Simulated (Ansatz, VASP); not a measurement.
## PtSe2 in two plane-wave programs

One calculation is typed for both programs; each brings its own data sets. How far apart do they land? Of the first pair: The structure shown is the start of the Ansatz relaxation below; VASP solves that cell, so the two are compared at the walk's first step.

Calculated with Ansatz 0.2.0; plane waves, with VASP 6.6.1 beside it; single point at PBEsol.

## Step 1: Set-up

The cell holds 3 atoms: 1 Pt and 2 Se. Its edges and angles: a = 3.650 Å, b = 3.650 Å, c = 29.927 Å, α = 90.0°, β = 90.0°, γ = 120.0°. It derives from PtSe2. Vacuum lies along c. The height across the vacuum is the one that the program set for its solve, not the one typed.

## Step 2: Ansatz: relaxation, PBEsol

Ansatz runs on its PAW soft_1 files.

The two programs are compared at the cell with which this relaxation starts, whose forces are those of its first step.

The input, input.yaml:

```yaml
crystal:
  lattice:
    - [3.65, 0.0, 0.0]
    - [-1.825, 3.16099, 0.0]
    - [0.0, 0.0, 20.0]
  atoms:
    - { symbol: Pt, position: [0.0, 0.0, 0.5] }
    - { symbol: Se, position: [0.333333, 0.666667, 0.57659] }
    - { symbol: Se, position: [0.666667, 0.333333, 0.42341] }
  periodic: [true, true, false]
kpoints:
  mp_grid: { grid: [6, 6, 1] }
hamiltonian:
  xc: pbesol
  pseudopotentials: { kind: paw, azcp: { folder: soft_1 }, xc_functional: pbe }
scf:
  occupations: { method: gaussian, width: 0.1 }
output:
  forces: true
  stress: true
  eigenvalues: true
relax:
  adjacent_minimum: "off"
  f_tol: 0.05
  max_steps: 80
  cell: { stress_2d_tol: 0.02 }
```

Command:

```bash
ansatz run input.yaml --threads 4 --pin off --max-ram 16384MiB --backend cpu --events-out ev --progress --plain --runs-dir out
```

Numbers of over 12 decimals in the logs are rounded to 6 here.

Log:

```text
Warning: crystal.periodic: the lattice vector that does not repeat stood 0.000° off the slab's normal, 20.000 Å along it as the deck builds it. The run solves the slab on a vector along the normal, 29.927 Å long, with every atom where it was (on the deck's vector they left 16.94 Å outside them, and the widest stretch free of ions among them is 1.53 Å). A fractional position that the run reports is one of the run's ce [...]
Warning: the atoms were moved onto the symmetric positions of the space group found under crystal.symmetry.tolerance 1.0e-5 (fractional; no operation is sought that the atoms, as they stand in a round, miss by more than twice it, and no atom is moved by as much as it), and the run uses the moved positions. Before a round's move an operation carried an atom to 3.65e-6 Å from where it should land, the largest such dist [...]
[...]
SCF iter   5: F=—  HF=-23234.921717 eV  |F-HF|=—  |Δ(HF+E_count)|=   2.72e-5  Δρ=3.55e-6  dr2=6.91e-8  ethr=1.54e-10  ⟨swp⟩=3.3  Hψ=423  notcnv=0  defer=1
SCF iter   6: F=—  HF=-23234.921719 eV  |F-HF|=—  |Δ(HF+E_count)|=   1.55e-6  Δρ=8.29e-7  dr2=2.50e-9  ethr=1.38e-10  ⟨swp⟩=2.6  Hψ=289  notcnv=0  defer=1
SCF iter   7: F=—  HF=-23234.921720 eV  |F-HF|=—  |Δ(HF+E_count)|=   7.38e-7  Δρ=2.29e-7  dr2=1.94e-10  ethr=5.00e-12  ⟨swp⟩=4.1  Hψ=474  notcnv=0  defer=1
SCF iter   8: F=—  HF=-23234.921720 eV  |F-HF|=—  |Δ(HF+E_count)|=   5.93e-8  Δρ=8.07e-8  dr2=2.41e-11  ethr=1.00e-12  ⟨swp⟩=2.4  Hψ=301  notcnv=0  defer=1
SCF iter   9: F=-23234.921720 eV  HF=-23234.921720 eV  |F-HF|=1.82e-9  |Δ(HF+E_count)|=   1.07e-8  Δρ=1.58e-8  dr2=1.92e-12  ethr=1.00e-12  ⟨swp⟩=13.0  Hψ=1462  notcnv=0
SCF 5 converged in 9 iterations: F = -23234.921720 eV  dr2 = 1.92e-12
relax step   5: F+E_penalty+E_count = -23234.92171976 eV  Δ(F+E_penalty+E_count) = -4.498e-4 eV  max|allowed force component| = 3.806e-3 eV/Å  Δτ_max = 0.0000 Å  P = +0.023 N/m  Ω = 355.266 Å³  fix = [c, alpha, beta]  reactions: c +0.000 N/m  stress off target by 2.27e-2 N/m on what of the cell is left free  SCF on the basis re-selected at this cell (its energy is not comparable with the rows above)  (9 SCF iters)
[...]
relax step   6: F+E_penalty+E_count = -23234.92171818 eV  Δ(F+E_penalty+E_count) = +1.577e-6 eV  max|allowed force component| = 8.543e-5 eV/Å  Δτ_max = 0.0000 Å  P = +0.000 N/m  Ω = 355.353 Å³  energy of the carried Pulay correction = -3.823e-6 eV  fix = [c, alpha, beta]  reactions: c +0.000 N/m  (5 SCF iters, dr2 threshold 7.52e-10 eV, accepted)
[...]
relax step   7: F+E_penalty+E_count = -23234.92172016 eV  Δ(F+E_penalty+E_count) = -1.978e-6 eV  max|allowed force component| = 8.505e-5 eV/Å  Δτ_max = 0.0000 Å  P = +0.000 N/m  Ω = 355.353 Å³  fix = [c, alpha, beta]  reactions: c +0.000 N/m  stress off target by 1.60e-4 N/m on what of the cell is left free  SCF on the basis re-selected at this cell (its energy is not comparable with the rows above)  (7 SCF iters)
basis re-selected at this cell: Δ(F+E_penalty+E_count) = -1.978e-6 eV, ΔP = -0.000 N/m vs the last step (what re-selecting the basis moved, of the pressure what is left beyond the Pulay correction that the steps carried, after the strain that the cell walked since its last selection, with what the two solves' SCF thresholds leave and, on support functions, any second-order correction that the steps lacked; it is no m [...]
SCF converged after 7 iterations
Free energy (F): -23234.921720 eV
Harris-Foulkes:  -23234.921720 eV  (|F-HF|=7.28e-12)
Internal energy: -23234.921720 eV  (E = F + TS)
E sigma→0 (E₀):  -23234.921720 eV
Fermi energy:    -4.907042 eV
--- Per-component energies (eV) ---
  E_band       = -1853.312217
  E_kinetic    = 817.380850
  E_local      = -124682.166921  (includes V_loc(G=0)·N_el)
  E_nonlocal   = -497.856054
  E_hartree    = 61830.156132
  E_xc         = -399.673243
  E_vxc        = -450.895018  (∫ρ·V_xc dr)
  E_paw        = -13519.148362  (= ΣΔE_a)
  E_vpaw       = -700.087648  (= ΣTr[D̂ρ^β])
  E_aug_tail   = 0.000397  (compensation charges beyond the density's cutoff)
  E_ewald      = 53214.081545
  E_core_change = 2.303935  (= ΣΔE_core)
  E_smearing   = -0.000000  (= −TS)
  E_closure    = -0.000000  (closes the sum)
  Σ components = -23234.921720   (vs F -23234.921720, Δ=0.00e0)
--- Forces (eV/Å), atoms counted from 1 ---
  atom   1  Pt     0.00000000     0.00000000     0.00000000
  atom   2  Se     0.00000000    -0.00000000     0.00008505
  atom   3  Se    -0.00000000     0.00000000    -0.00008505
  max |Σ_I F_I| component: 5.78e-19 eV/Å
--- 2D stress c σ (N/m, compression-positive) ---
        0.000160      -0.000000      -0.000000
       -0.000000       0.000160      -0.000000
       -0.000000      -0.000000       0.000000
  P = ½ c Tr σ = 0.0002 N/m
--- Band table (eV; the first three rows and the last of 7) ---
  k-point 0: bands = ["-104.3439", "-58.4673", "-58.4673", "-58.3915", "-53.1304", "-53.1304", "-53.1284", "-53.1284", "-53.0931", "-53.0931", "-53.0898", "-53.0898", "-53.0771", "-53.0767", "-19.9399", "-18.0063", "-11.0223", "-11.0223", "-10.9528", "-8.6862", "-8.6862", "-6.9676", "-6.3561", "-5.7497", "-5.7497", "-2.6589", "-2.6589", "-1.1036 (-1.1037°)", "-0.5070", "-0.1449"]
  k-point 1: bands = ["-104.3439", "-58.4700", "-58.4680", "-58.3913", "-53.1302", "-53.1300", "-53.1290", "-53.1285", "-53.0928", "-53.0925", "-53.0905", "-53.0899", "-53.0770", "-53.0767", "-19.6371", "-18.0365", "-11.0429", "-10.8479", "-10.6651", "-9.1851", "-8.8609", "-7.7208", "-5.9573", "-5.8965", "-5.8230", "-4.0597", "-3.0007", "-0.2767 (-0.2775°)", "0.0129", "0.5236"]
  k-point 2: bands = ["-104.3438", "-58.4753", "-58.4695", "-58.3910", "-53.1300", "-53.1297", "-53.1292", "-53.1285", "-53.0921", "-53.0920", "-53.0912", "-53.0904", "-53.0767", "-53.0766", "-18.9050", "-18.1130", "-11.2895", "-10.5817", "-10.4393", "-9.6977", "-8.7941", "-8.0805", "-7.1379", "-6.6289", "-6.3000", "-3.8922", "-3.0433", "-0.7545", "0.8592", "1.1362"]
  k-point 6: bands = ["-104.3437", "-58.4750", "-58.4750", "-58.3907", "-53.1300", "-53.1295", "-53.1295", "-53.1282", "-53.0934", "-53.0911", "-53.0911", "-53.0902", "-53.0766", "-53.0766", "-18.1874", "-18.1874", "-11.1764", "-10.7908", "-10.7908", "-9.2624", "-9.2624", "-8.3491", "-8.0516", "-6.7258", "-6.7258", "-3.9002", "-3.9002", "0.4728", "2.4993", "2.4993"]
  ° read free of the cell's end (the report's vacuum.weakly_bound_levels)
--- Relaxed structure (5 steps of the walk, 5 accepted, 2 SCFs on fresh bases) ---
  F+E_penalty+E_count = -23234.92172016 eV   max|allowed force component| = 8.505e-5 eV/Å   (the final SCF, on the basis selected at the relaxed cell)
  cell:  # Å, volume = 355.3531 Å³
    - [3.702812, 0.0, 0]
    - [-1.851406, 3.206729, 0]
    - [0, 0, 29.927200]
  atoms:
    - { symbol: Pt, position: [0, 0, 0.334144] }
    - { symbol: Se, position: [0.333333, 0.666667, 0.377342] }
    - { symbol: Se, position: [0.666667, 0.333333, 0.290946] }
```

## Step 3: VASP: single point, PBEsol, start cell, pair 1

The same cell, functional, mesh and smearing now go to VASP, with its own data sets.

Lines of VASP's logs that name or quote its potential files are left out, and so is its time.

The input, INCAR:

```
SYSTEM = PtSe2
PREC = Accurate
ENCUT = 400
EDIFF = 1E-06
NELM = 120
ISMEAR = 0
SIGMA = 0.1
LREAL = .FALSE.
ALGO = Normal
GGA = PS
NBANDS = 17
LASPH = .TRUE.
LORBIT = 11
LWAVE = .FALSE.
LCHARG = .FALSE.
ISIF = 2
LDIPOL = .TRUE.
IDIPOL = 3
DIPOL = 0.5 0.5 0.334
LVHAR = .TRUE.
GGA_COMPAT = .FALSE.
EFERMI = MIDGAP
NELMDL = -8
KPAR = 2
```

The input, POSCAR:

```
PtSe2
1.0
    3.6499980000      0.0000000000      0.0000000000
   -1.8249990000      3.1609910000      0.0000000000
    0.0000000000      0.0000000000     29.9272000000
Pt Se
1 2
Direct
    0.0000000000      0.0000000000      0.3341441899
    0.3333333333      0.6666666667      0.3853283969
    0.6666666667      0.3333333333      0.2829599829
```

The input, KPOINTS:

```
Automatic mesh
0
Gamma
6 6 1
0 0 0
```

The projector-augmented-wave data sets are Pt and Se (PBE family, release 64).

Command:

```bash
mpirun -np 2 vasp_std
```

Log:

```text
[banner, memory and clock lines left out]
running    2 mpi-ranks, on    1 nodes
 distrk:  each k-point on    1 cores,    2 groups
 distr:  one band on    1 cores,    1 groups

 POSCAR found type information on POSCAR PtSe
 POSCAR found :  2 types and       3 ions
|                                                                             |
|               ----> ADVICE to this user running VASP <----                  |
|                                                                             |
|     You enforced a specific xc type in the INCAR file but a different       |
|     [... a line on the potential file left out ...]
|     I HOPE YOU KNOW WHAT YOU ARE DOING!                                     |
|                                                                             |

 LDA part: xc-table for (Slater+PW92), standard interpolation
 POSCAR, INCAR and KPOINTS ok, starting setup
 FFT: planning ... GRIDC
 FFT: planning ... GRID_SOFT
 FFT: planning ... GRID
 WAVECAR not read
 entering main loop
       N       E                     dE             d eps       ncg     rms          rms(c)
DAV:   1     0.159977254461E+03    0.15998E+03   -0.61608E+03   238   0.745E+02
DAV:   2     0.169981111739E+01   -0.15828E+03   -0.15308E+03   397   0.149E+02
DAV:   3    -0.158785162274E+02   -0.17578E+02   -0.17418E+02   296   0.642E+01
DAV:   4    -0.161995756562E+02   -0.32106E+00   -0.32057E+00   306   0.101E+01
DAV:   5    -0.162047409142E+02   -0.51653E-02   -0.51617E-02   322   0.124E+00
DAV:   6    -0.162049287958E+02   -0.18788E-03   -0.18788E-03   323   0.228E-01
DAV:   7    -0.162049361389E+02   -0.73431E-05   -0.73431E-05   346   0.405E-02
DAV:   8    -0.162049363424E+02   -0.20348E-06   -0.20349E-06   297   0.540E-03    0.107E+01
DAV:   9    -0.156042157960E+02    0.60072E+00   -0.46148E+00   271   0.196E+01    0.614E+00
DAV:  10    -0.153542359339E+02    0.24998E+00   -0.14315E+00   283   0.118E+01    0.282E+00
DAV:  11    -0.153005815667E+02    0.53654E-01   -0.11042E-01   294   0.301E+00    0.678E-01
DAV:  12    -0.152972347839E+02    0.33468E-02   -0.22362E-02   296   0.119E+00    0.230E-01
DAV:  13    -0.152971798368E+02    0.54947E-04   -0.18655E-03   295   0.300E-01    0.103E-01
DAV:  14    -0.152971514335E+02    0.28403E-04   -0.82016E-05   313   0.493E-02    0.477E-02
[...]
DAV:  18    -0.152972228362E+02   -0.17506E-04   -0.13259E-06   249   0.731E-03    0.333E-03
DAV:  19    -0.152972562991E+02   -0.33463E-04   -0.18355E-06   205   0.611E-03    0.264E-03
DAV:  20    -0.152972711362E+02   -0.14837E-04   -0.48375E-07   231   0.217E-03    0.102E-03
DAV:  21    -0.152972799774E+02   -0.88413E-05   -0.16840E-07   240   0.134E-03    0.610E-04
DAV:  22    -0.152972863529E+02   -0.63755E-05   -0.16216E-07   239   0.103E-03    0.464E-04
DAV:  23    -0.152972882941E+02   -0.19412E-05   -0.39030E-08   249   0.615E-04    0.318E-04
DAV:  24    -0.152972900134E+02   -0.17192E-05   -0.28545E-08   222   0.460E-04    0.234E-04
DAV:  25    -0.152972903104E+02   -0.29700E-06   -0.24757E-09   249   0.265E-04
   1 F= -.15297290E+02 E0= -.15297290E+02  d E =-.117015E-11
```

From OUTCAR (step 3):

```text
ion  position               nearest neighbor table
   1  0.000  0.000  0.334-   2 2.61   3 2.61   3 2.61   2 2.61   3 2.61   2 2.61
   2  0.333  0.667  0.385-   1 2.61   1 2.61   1 2.61
   3  0.667  0.333  0.283-   1 2.61   1 2.61   1 2.61

  LATTYP: Found a hexagonal cell.
 ALAT       =     3.6499980000
 C/A-ratio  =     8.1992373694

 Subroutine GETGRP returns: Found 12 space group operations
 (whereof  6 operations were pure point group operations)

The static configuration has the point symmetry C_3v.
 The point group associated with its full space group is D_3d.

 Found      7 irreducible k-points:

   k-points           NKPTS =      7   k-points in BZ     NKDIM =      7   number of bands    NBANDS=     17

   dimension x,y,z NGX =    24 NGY =   24 NGZ =  196
   dimension x,y,z NGXF=    48 NGYF=   48 NGZF=  392

   ENCUT  =  400.0 eV  29.40 Ry    5.42 a.u.   5.95  5.95 48.80*2*pi/ulx,y,z

   NELECT =      22.0000    total number of electrons

 k-points in reciprocal lattice and weights: Automatic mesh
   0.00000000  0.00000000  0.00000000       0.028
   0.16666667  0.00000000  0.00000000       0.167
   0.33333333  0.00000000  0.00000000       0.167
   0.50000000  0.00000000  0.00000000       0.083
   0.16666667  0.16666667  0.00000000       0.167
   0.33333333  0.16666667  0.00000000       0.333
   0.33333333  0.33333333  0.00000000       0.056

 dipolmoment           0.000000      0.000000      0.000008 electrons x Angstroem

 average (electrostatic) potential at core
       1 -77.3297       2 -61.5532       3 -61.5532

 E-fermi :  -2.8562

 k-point     1 :       0.0000    0.0000    0.0000
  band No.  band energies     occupation
    ...
      7      -6.1532      2.00000
      8      -5.3539      2.00000
      9      -4.7570      2.00000
     10      -3.3435      2.00000
     11      -3.3435      2.00000
     12      -1.1376      0.00000
     13      -1.1376      0.00000
     14       0.5187      0.00000
     15       1.6054      0.00000
     16       1.8811      0.00000
    ...

 k-point     2 :       0.1667    0.0000    0.0000
  band No.  band energies     occupation
    ...
      7      -6.2551      2.00000
      8      -5.7501      2.00000
      9      -4.4113      2.00000
     10      -3.8369      2.00000
     11      -3.4070      2.00000
     12      -2.3474      0.00000
     13      -1.4049      0.00000
     14       1.4298      0.00000
     15       1.9922      0.00000
     16       2.3183      0.00000
    ...

 k-point     3 :       0.3333    0.0000    0.0000
  band No.  band energies     occupation
    ...
      7      -6.0220      2.00000
      8      -5.9757      2.00000
      9      -5.2811      2.00000
     10      -4.3150      2.00000
     11      -4.0457      2.00000
     12      -2.1348      0.00000
     13      -1.5111      0.00000
     14       1.0216      0.00000
     15       2.4999      0.00000
     16       3.1450      0.00000
    ...

  Total       -3.2795774     -3.2795775     -6.4406879      0.0000000      0.0000000      0.0000000
  in kB      -15.2176118    -15.2176119    -29.8855232      0.0000000      0.0000000      0.0000000
  external PRESSURE =     -20.1069156 kB  Pullay stress =       0.0000000 kB

  energy-cutoff  :      400.00
  volume of cell :      345.29
      direct lattice vectors                 reciprocal lattice vectors
     3.649998000  0.000000000  0.000000000     0.273972753  0.158178242  0.000000000
    -1.824999000  3.160991000  0.000000000     0.000000000  0.316356484  0.000000000
     0.000000000  0.000000000 29.927200000     0.000000000  0.000000000  0.033414419

 POSITION                                       TOTAL-FORCE (eV/Angst)
 -----------------------------------------------------------------------------------
      0.00000      0.00000     10.00000        -0.000000      0.000000     -0.000000
     -0.00000      2.10733     11.53180        -0.000000      0.000000     -2.093568
      1.82500      1.05366      8.46820         0.000000     -0.000000      2.093568
 -----------------------------------------------------------------------------------
    total drift:                               -0.000000      0.000000      0.000089

  FREE ENERGIE OF THE ION-ELECTRON SYSTEM (eV)
  ---------------------------------------------------
  free  energy   TOTEN  =       -15.2972903104 eV

  energy  without entropy=      -15.2972903104  energy(sigma->0) =      -15.29729031

 vacuum level on the upper side and lower side of the slab         1.907         1.907

 total charge
# of ion       s       p       d       tot
------------------------------------------
    1        0.617   0.564   7.936   9.117
    2        1.483   2.189   0.041   3.713
    3        1.483   2.189   0.041   3.713
--------------------------------------------------
tot          3.582   4.942   8.019  16.543

[... 3 further parts left out ...]
```

The run ends at a pressure of -2.01 GPa, with forces up to 2.1 eV/Å.

## Step 4: Side by side

Known differences besides the potentials themselves: Ansatz cuts the interaction across the vacuum, VASP repeats the sheet with a dipole correction; the data sets hold 50 valence electrons in Ansatz (on its PAW soft_1 files) and 22 in VASP; Ansatz makes its cores anew for this functional, VASP keeps those of its PBE data sets; Ansatz takes its cutoff from its data sets, VASP runs at 400 eV. Total energies have different zeros and are not compared.

Forces (eV/Å; atoms numbered as in POSCAR):

| atom | Ansatz x, y, z | VASP x, y, z |
| --- | --- | --- |
| Pt1 | 0.000, 0.000, 0.000 | 0.000, 0.000, 0.000 |
| Se2 | 0.000, 0.000, -2.096 | 0.000, 0.000, -2.094 |
| Se3 | 0.000, 0.000, 2.096 | 0.000, 0.000, 2.094 |

The forces differ by 1.2 meV/Å r.m.s., which is 0.1 % of the r.m.s. force of 0.987 eV/Å (both taken over all components). With vacuum in the cell, a pressure given here is an average over mostly empty space and none of the material.

## Step 5: Ansatz: relaxation, PBEsol

The two programs are compared at the cell with which this relaxation starts, whose forces are those of its first step.

The structure compared here is the start of the Ansatz relaxation; VASP solves that cell, so the two are compared at the walk's first step.

The input, input.yaml:

```yaml
crystal:
  lattice:
    - [3.7028121544, 0.0, 0.0]
    - [-1.8514060772, 3.2067293912, 0.0]
    - [0.0, 0.0, 29.9272]
  atoms:
    - { symbol: Pt, position: [0.0, 0.0, 0.3341441899] }
    - { symbol: Se, position: [0.3333333333, 0.6666666667, 0.3773420932] }
    - { symbol: Se, position: [0.6666666667, 0.3333333333, 0.2909462866] }
  periodic: [true, true, false]
kpoints:
  mp_grid: { grid: [9, 9, 1] }
hamiltonian:
  xc: pbesol
  pseudopotentials: { kind: paw, azcp: { folder: soft_1 }, xc_functional: pbe }
scf:
  occupations: { method: gaussian, width: 0.02 }
output:
  forces: true
  stress: true
  eigenvalues: true
  write_density: true
  write_potential: true
  elf: true
  volumetric_format: npy
relax:
  adjacent_minimum: "off"
  f_tol: 0.005
  max_steps: 80
  cell: { stress_2d_tol: 0.02 }
```

Command:

```bash
ansatz run input.yaml --threads 4 --pin off --max-ram 16384MiB --backend cpu --events-out ev --progress --plain --runs-dir out
```

Log:

```text
[...]
Crystal: 3 atoms, lattice volume = 355.353 Å³
Basis set: ecut = 420 eV, 6965 PW (Γ), exchange–correlation on 50×50×432 points (8 copies of the dense FFT grid, shifted against one another)
Bands: 30, of which v1, the nominal top of the filled ones, is band 25 counted from 1 (24 counted from 0)
Symmetry: 12 space group operations
[...]
k-points: 12 of 81
[...]
° read free of the cell's end (the report's vacuum.weakly_bound_levels)
--- Relaxed structure (3 steps of the walk, 3 accepted, 1 SCFs on fresh bases) ---
[...]
cell:  # Å, volume = 354.9323 Å³
    - [3.700619, 0.0, 0]
    - [-1.850309, 3.204830, 0]
    - [0, 0, 29.9272]
  atoms:
    - { symbol: Pt, position: [0, 0, 0.3341441899] }
    - { symbol: Se, position: [0.333333, 0.666667, 0.377428] }
    - { symbol: Se, position: [0.666667, 0.333333, 0.290860] }
[key lines of the parts left out:]
SCF converged after 7 iterations
Free energy (F): -23234.922636 eV
Fermi energy:    -5.035104 eV
P = ½ c Tr σ = -0.0131 N/m
```

(Continued in part 2 of 2.)

[Lines on the potential files, build, host, timing and source positions are cut from VASP's logs without a mark.]

[Logs are printed without paths, hosts, clocks, repeated set-up lines and the standing remarks that a program may print on its own settings, such as how far it seeks lower states.]

[Hosts, paths, dates, database ids (printed as entryN), source tags and the programs' standing remarks are cut or masked in the printed files.]
